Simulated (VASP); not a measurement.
Input:

```xyz
1
Lattice="0.0000 2.0017 2.0017 2.0017 0.0000 2.0017 2.0017 2.0017 0.0000" Properties=species:S:1:pos:R:3 pbc="T T T"
Al     0.0000     0.0000     0.0000
```

The numbers are results of PBE GGA with D3 dispersion (zero damping), VASP's PBE PAW potentials (set 64) (plane waves; VASP), not measurements. Numerical set-up: 520 eV cut-off, 17×17×17 Γ-centred mesh, tetrahedra with Blöchl corrections, potentials Al.

**Question.** What does the run give for the energy per atom (σ→0), band gap (on the k-mesh) with the smallest direct gap where there is one?

**Answer.** 
The band gap (on the k-mesh) is none (metal, semimetal or under 0.01 eV). The energy per atom (σ→0) is -3.912 eV/atom.

The compound is Al in the fcc structure. It was relaxed first.
